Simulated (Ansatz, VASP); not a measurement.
# Two plane-wave programs on MnHg

```xyz
2
Lattice="3.3250 0.0000 0.0000 0.0000 3.3250 0.0000 0.0000 0.0000 3.3250" Properties=species:S:1:pos:R:3 pbc="T T T"
Hg    0.0000    0.0000    0.0000
Mn    1.6625    1.6625    1.6625
```

Alike in both runs: task single point; functional PBE; k mesh 4 × 4 × 4; occupations fermi-dirac, width 0.05 eV; collinear spin.

```csv
,VASP,Ansatz
version,VASP 6.6.1,Ansatz 0.2.0
potentials or method,"VASP PAW PBE potentials, release 64 (Hg, Mn_pv)","PAW, plane waves, scalar-relativistic"
plane-wave cutoff (eV),520,420
valence electrons in the cell,25,35
```

```csv
,VASP,Ansatz,Ansatz less VASP
pressure (GPa),-1.4,-1.8,-0.40
net moment per atom (μB),1.86,1.86,0.000
size of the moment on the site where the two differ most (μB),3.70,3.76,+0.054
```

Site moments also hang on the region over which each program counts them. The two sets of potentials don't hold the same shells in valence.

Caveats: the k mesh is coarse (spacing up to 0.47 Å⁻¹), so the values aren't converged. Spin-orbit coupling is left out, which matters for the levels of Hg.
